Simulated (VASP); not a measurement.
# Relaxed cell of CoSi2: a test of cutoff and mesh, part 2 of 2

Aim: test the relaxed volume of CoSi2 against cutoff and mesh. The starting structure is a measured crystal structure from the Crystallography Open Database. The first relaxation on each setting starts from this cell expanded by 3 % in volume.

VASP 6.6.1.

Results so far: reference 12.49 Å³ an atom; a cutoff of 270 eV 12.42 Å³ an atom.

### 4. Relaxation with a 6×6×6 mesh

Level of this step: PBEsol, zero-moment start; plane waves and PAW (Co, Si) (VASP).

Against step 2 the input has a 6×6×6 mesh. This run starts from the cell of an earlier relaxation, which isn't shown; the restart sets up the plane waves anew.

INCAR

```
SYSTEM = CoSi2
PREC = Accurate
ENCUT = 450
EDIFF = 1E-06
NELM = 100
ISMEAR = 0
SIGMA = 0.05
LREAL = .FALSE.
ALGO = Normal
GGA = PS
NBANDS = 16
ISPIN = 2
MAGMOM = 0 0 0
LASPH = .TRUE.
LMAXMIX = 4
LORBIT = 11
LWAVE = .FALSE.
LCHARG = .FALSE.
KPAR = 8
IBRION = 2
NSW = 50
ISIF = 3
EDIFFG = -0.006
```

POSCAR

```
CoSi2
1.0
    0.0000000000      2.6563494295      2.6563494295
    2.6563494295      0.0000000000      2.6563494295
    2.6563494295      2.6563494295      0.0000000000
Co Si
1 2
Direct
    0.0000000000      0.0000000000      0.0000000000
    0.7500000000      0.7500000000      0.7500000000
    0.2500000000      0.2500000000      0.2500000000
```

KPOINTS

```
Automatic mesh
0
Gamma
6 6 6
0 0 0
```

The projector-augmented-wave data sets are Co and Si (PBE family, release 64).

Launch:

```console
$ mpirun -np 8 vasp_std
```

Output:

```text
[... set-up lines as in an earlier step ...]
 entering main loop
       N       E                     dE             d eps       ncg     rms          rms(c)
DAV:   1     0.543328924965E+02    0.54333E+02   -0.62838E+03  1024   0.915E+02
DAV:   2    -0.197856374541E+02   -0.74119E+02   -0.66297E+02  1120   0.190E+02
DAV:   3    -0.225372276530E+02   -0.27516E+01   -0.26898E+01  1408   0.410E+01
DAV:   4    -0.225817174196E+02   -0.44490E-01   -0.44451E-01  1232   0.514E+00
[...]
DAV:  11    -0.209732747285E+02    0.81070E-04   -0.49821E-04  1440   0.382E-01    0.383E-02
DAV:  12    -0.209732836522E+02   -0.89238E-05   -0.25175E-05  1128   0.357E-02    0.146E-02
DAV:  13    -0.209732828831E+02    0.76917E-06   -0.17851E-06  1152   0.214E-02
   1 F= -.20973283E+02 E0= -.20971339E+02  d E =-.209733E+02  mag=    -0.0000
[...]
N       E                     dE             d eps       ncg     rms          rms(c)
DAV:   1    -0.209736111550E+02   -0.32750E-03   -0.32557E-03  1040   0.977E-01    0.176E-01
DAV:   2    -0.209746373368E+02   -0.10262E-02   -0.68877E-03  1248   0.172E+00    0.304E-01
DAV:   3    -0.209732662654E+02    0.13711E-02   -0.33931E-03  1168   0.123E+00    0.314E-02
DAV:   4    -0.209732561292E+02    0.10136E-04   -0.61670E-05  1040   0.607E-02    0.899E-03
DAV:   5    -0.209732555266E+02    0.60265E-06   -0.24690E-06  1168   0.250E-02
   2 F= -.20973256E+02 E0= -.20971308E+02  d E =0.273565E-04  mag=    -0.0000
 trial-energy change:    0.000027  1 .order    0.000010   -0.000037    0.000057
 step:   0.2092(harm=  0.3946)  dis= 0.00000  next Energy=   -20.973287 (dE=-0.370E-05)
[...]
N       E                     dE             d eps       ncg     rms          rms(c)
DAV:   1    -0.209735033818E+02   -0.24725E-03   -0.20317E-03  1048   0.777E-01    0.140E-01
DAV:   2    -0.209741478323E+02   -0.64445E-03   -0.43225E-03  1248   0.136E+00    0.240E-01
DAV:   3    -0.209732906431E+02    0.85719E-03   -0.21618E-03  1168   0.977E-01    0.251E-02
DAV:   4    -0.209732845191E+02    0.61240E-05   -0.40139E-05  1040   0.494E-02    0.704E-03
DAV:   5    -0.209732839591E+02    0.56000E-06   -0.13726E-06   816   0.195E-02
   3 F= -.20973284E+02 E0= -.20971340E+02  d E =-.107605E-05  mag=     0.0000
[...]
reached required accuracy - stopping structural energy minimisation
```

It took 8.4 s on 8 MPI ranks of AMD EPYC 9R45, shared host; peak memory 1.4 GiB.

OUTCAR, selected parts (step 4):

```text
  Total       -0.0062662     -0.0062662     -0.0062662      0.0000000      0.0000000     -0.0000000
  in kB       -0.2677370     -0.2677370     -0.2677370      0.0000000      0.0000000     -0.0000000
  external PRESSURE =      -0.2677370 kB  Pullay stress =       0.0000000 kB

 POSITION                                       TOTAL-FORCE (eV/Angst)
 -----------------------------------------------------------------------------------
     -0.00000      0.00000      0.00000         0.000000     -0.000000      0.000000
      3.98490      3.98490      3.98490         0.000000      0.000000      0.000000
      1.32830      1.32830      1.32830        -0.000000     -0.000000     -0.000000
 -----------------------------------------------------------------------------------
    total drift:                               -0.000000     -0.000000      0.000000

  FREE ENERGIE OF THE ION-ELECTRON SYSTEM (eV)
  ---------------------------------------------------
  free  energy   TOTEN  =       -20.9732839591 eV

  energy  without entropy=      -20.9693954160  energy(sigma->0) =      -20.97133969

 magnetization (x)
# of ion       s       p       d       tot
------------------------------------------
    1        0.000  -0.000  -0.000  -0.000
    2        0.000   0.000   0.000   0.000
    3        0.000   0.000   0.000   0.000
--------------------------------------------------
tot          0.000   0.000  -0.000   0.000

[... 1 part as in an earlier step ...]

[... 3 further parts left out ...]
[key lines of the parts left out:]
E-fermi :  10.4775
```

With a 6×6×6 mesh the cell ends at 12.499 Å³ an atom, +0.05 % from the reference; the bulk modulus is 196.4 GPa against 195.0 GPa.

### 5. Relaxation with a cutoff of 600 eV

Against step 2 the input has ENCUT = 600. This run starts from the cell of an earlier relaxation, which isn't shown; the restart sets up the plane waves anew.

Edit INCAR of step 4 so:

```diff
@@ -2,3 +2,3 @@
 PREC = Accurate
-ENCUT = 450
+ENCUT = 600
 EDIFF = 1E-06
```

POSCAR

```
CoSi2
1.0
    0.0000000000      2.6560783074      2.6560783074
    2.6560783074      0.0000000000      2.6560783074
    2.6560783074      2.6560783074      0.0000000000
Co Si
1 2
Direct
    0.0000000000      0.0000000000      0.0000000000
    0.7500000000      0.7500000000      0.7500000000
    0.2500000000      0.2500000000      0.2500000000
```

KPOINTS

```
Automatic mesh
0
Gamma
12 12 12
0 0 0
```

Launch:

```console
$ mpirun -np 8 vasp_std
```

Output:

```text
[... set-up lines as in an earlier step ...]
 entering main loop
       N       E                     dE             d eps       ncg     rms          rms(c)
DAV:   1     0.642621101460E+02    0.64262E+02   -0.75205E+03  4616   0.115E+03
DAV:   2    -0.191167116539E+02   -0.83379E+02   -0.74530E+02  5160   0.216E+02
DAV:   3    -0.225536064187E+02   -0.34369E+01   -0.33702E+01  5952   0.482E+01
DAV:   4    -0.226140055612E+02   -0.60399E-01   -0.60357E-01  5568   0.598E+00
[...]
DAV:  12    -0.209836221013E+02   -0.12616E-04   -0.44682E-05  5280   0.477E-02    0.151E-02
DAV:  13    -0.209836201213E+02    0.19799E-05   -0.32684E-06  6016   0.293E-02    0.756E-03
DAV:  14    -0.209836201227E+02   -0.13806E-08   -0.53563E-07  2720   0.836E-03
   1 F= -.20983620E+02 E0= -.20982989E+02  d E =-.209836E+02  mag=     0.0000
[...]
reached required accuracy - stopping structural energy minimisation
```

The job ended after 12 s (8 MPI ranks; peak memory 1.9 GiB).

From OUTCAR (step 5):

```text
  Total        0.0115451      0.0115451      0.0115451     -0.0000000     -0.0000000      0.0000000
  in kB        0.4935783      0.4935783      0.4935783     -0.0000000     -0.0000000      0.0000000
  external PRESSURE =       0.4935783 kB  Pullay stress =       0.0000000 kB

 POSITION                                       TOTAL-FORCE (eV/Angst)
 -----------------------------------------------------------------------------------
      0.00000      0.00000      0.00000        -0.000000     -0.000000     -0.000000
      3.98412      3.98412      3.98412         0.000000      0.000000      0.000000
      1.32804      1.32804      1.32804        -0.000000      0.000000     -0.000000
 -----------------------------------------------------------------------------------
    total drift:                                0.000000     -0.000000     -0.000000

  FREE ENERGIE OF THE ION-ELECTRON SYSTEM (eV)
  ---------------------------------------------------
  free  energy   TOTEN  =       -20.9836201227 eV

  energy  without entropy=      -20.9823579326  energy(sigma->0) =      -20.98298903

 magnetization (x)
# of ion       s       p       d       tot
------------------------------------------
    1        0.000  -0.000  -0.000  -0.000
    2        0.000   0.000   0.000   0.000
    3        0.000   0.000   0.000   0.000
--------------------------------------------------
tot          0.000  -0.000  -0.000   0.000

[... 2 parts as in an earlier step ...]

[... 2 further parts left out ...]
[key lines of the parts left out:]
E-fermi :  10.3168
```

With a cutoff of 600 eV the cell ends at 12.492 Å³ an atom, -0.01 % from the reference; the bulk modulus is 195.2 GPa against 195.0 GPa.

### 6. Relaxation with a 16×16×16 mesh

Against step 2 the input has a 16×16×16 mesh. This run starts from the cell of an earlier relaxation, which isn't shown; the restart sets up the plane waves anew.

Edit INCAR of step 5 so:

```diff
@@ -2,3 +2,3 @@
 PREC = Accurate
-ENCUT = 600
+ENCUT = 450
 EDIFF = 1E-06
```

POSCAR

```
CoSi2
1.0
    0.0000000000      2.6562603372      2.6562603372
    2.6562603372      0.0000000000      2.6562603372
    2.6562603372      2.6562603372      0.0000000000
Co Si
1 2
Direct
    0.0000000000      0.0000000000      0.0000000000
    0.7500000000      0.7500000000      0.7500000000
    0.2500000000      0.2500000000      0.2500000000
```

KPOINTS

```
Automatic mesh
0
Gamma
16 16 16
0 0 0
```

Launch:

```console
$ mpirun -np 8 vasp_std
```

Output:

```text
[... set-up lines as in an earlier step ...]
 entering main loop
       N       E                     dE             d eps       ncg     rms          rms(c)
DAV:   1     0.525619130050E+02    0.52562E+02   -0.61537E+03  9384   0.903E+02
DAV:   2    -0.198511766026E+02   -0.72413E+02   -0.64457E+02 10456   0.189E+02
DAV:   3    -0.225686200032E+02   -0.27174E+01   -0.26727E+01 12072   0.409E+01
DAV:   4    -0.226146484358E+02   -0.46028E-01   -0.46008E-01 11128   0.520E+00
[...]
DAV:  12    -0.209824080956E+02   -0.13478E-04   -0.49022E-05 10904   0.490E-02    0.154E-02
DAV:  13    -0.209824060230E+02    0.20725E-05   -0.33230E-06 12184   0.294E-02    0.837E-03
DAV:  14    -0.209824059845E+02    0.38521E-07   -0.59654E-07  5856   0.959E-03
   1 F= -.20982406E+02 E0= -.20981588E+02  d E =-.209824E+02  mag=    -0.0000
[...]
reached required accuracy - stopping structural energy minimisation
```

The job ended after 16 s (8 MPI ranks; peak memory 1.9 GiB).

From OUTCAR (step 6):

```text
  Total        0.0026413      0.0026413      0.0026413     -0.0000000     -0.0000000      0.0000000
  in kB        0.1128974      0.1128974      0.1128974     -0.0000000     -0.0000000      0.0000000
  external PRESSURE =       0.1128974 kB  Pullay stress =       0.0000000 kB

 POSITION                                       TOTAL-FORCE (eV/Angst)
 -----------------------------------------------------------------------------------
      0.00000      0.00000      0.00000        -0.000000      0.000000      0.000000
      3.98439      3.98439      3.98439        -0.000000     -0.000000     -0.000000
      1.32813      1.32813      1.32813         0.000000      0.000000      0.000000
 -----------------------------------------------------------------------------------
    total drift:                               -0.000000     -0.000000      0.000000

  FREE ENERGIE OF THE ION-ELECTRON SYSTEM (eV)
  ---------------------------------------------------
  free  energy   TOTEN  =       -20.9824059845 eV

  energy  without entropy=      -20.9807709590  energy(sigma->0) =      -20.98158847

 magnetization (x)
# of ion       s       p       d       tot
------------------------------------------
    1        0.000   0.000   0.000   0.000
    2       -0.000  -0.000   0.000  -0.000
    3       -0.000  -0.000   0.000  -0.000
--------------------------------------------------
tot         -0.000   0.000   0.000   0.000

[... 1 part as in an earlier step ...]

[... 3 further parts left out ...]
[key lines of the parts left out:]
E-fermi :  10.3130
```

With a 16×16×16 mesh the cell ends at 12.495 Å³ an atom, +0.01 % from the reference; the bulk modulus is 195.1 GPa against 195.0 GPa.

### 7. The runs compared

```csv
run,volume (Å³/atom),change (%),bulk modulus (GPa),pressure left (GPa),core minutes
reference,12.493,-,195.0,0.01,4.51
a cutoff of 270 eV,12.424,-0.55,197.9,0.03,3.68
a 6×6×6 mesh,12.499,0.05,196.4,-0.03,2.99
a cutoff of 600 eV,12.492,-0.01,195.2,0.05,6.56
a 16×16×16 mesh,12.495,0.01,195.1,0.01,8.56
```

Core minutes are wall time times ranks, summed over the relaxations behind a row (those for a bulk modulus apart), on shared hosts.

### 8. What came out

| Property | Result |
| --- | --- |
| volume of the reference | 12.49 Å³/atom |
| volume against the reference, a cutoff of 270 eV | -0.55 % |
| volume against the reference, a 6×6×6 mesh | +0.05 % |
| volume against the reference, a cutoff of 600 eV | -0.01 % |
| volume against the reference, a 16×16×16 mesh | +0.01 % |

**Reading.** The volume moves most with a cutoff of 270 eV: -0.55 % against the reference (450 eV, 12×12×12 mesh). On finer settings it changes by -0.01 % with a cutoff of 600 eV and +0.01 % with a 16×16×16 mesh. The relaxations stop with up to 0.05 GPa left, which at the bulk modulus found here is 0.03 % of the volume. A cell that shrinks at the lower cutoff is the usual mark of Pulay stress, the error that a plane-wave basis makes when it is kept while the volume changes. The bulk modulus stays within 2 %. Further runs on this material are not shown.

[Lines on the potential files, build, host, timing and source positions are cut from VASP's logs without a mark.]

[Logs are printed without paths, hosts, clocks, repeated set-up lines and the standing remarks that a program may print on its own settings, such as how far it seeks lower states.]

[Hosts, paths, dates, database ids (printed as entryN), source tags and the programs' standing remarks are cut or masked in the printed files.]
